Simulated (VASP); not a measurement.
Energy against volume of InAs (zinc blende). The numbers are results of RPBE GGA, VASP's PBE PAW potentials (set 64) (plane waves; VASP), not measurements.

```
V (Å³/atom)  E (eV/atom)
-----------  -----------
28.784          -3.51023
29.703          -3.52326
30.622          -3.52733
31.540          -3.52388
32.459          -3.51412
```

Q: Fit a third-order Birch-Murnaghan equation of state.

A: 
The volume per atom comes out as 30.63 Å³/atom and the bulk modulus is 43.5 GPa. The pressure derivative of the bulk modulus comes out as 4.84 and the lattice constant a is 6.258 Å.

Measured: bulk modulus 58.6 GPa at 0 K (computed value off by -25.8 %), as given by Daniel Mejia-Rodriguez et al., Physical Review B (2018), arXiv:1807.09216 [0 K value with the zero-point phonon effect removed]; a 6.047 Å at 0 K (computed value off by +3.5 %), as given by Daniel Mejia-Rodriguez et al., Physical Review B (2018), arXiv:1807.09216 [static lattice: zero-point anharmonic expansion removed].

The compound is InAs in the zinc blende structure. It was relaxed first, which changed the volume by +10 %.
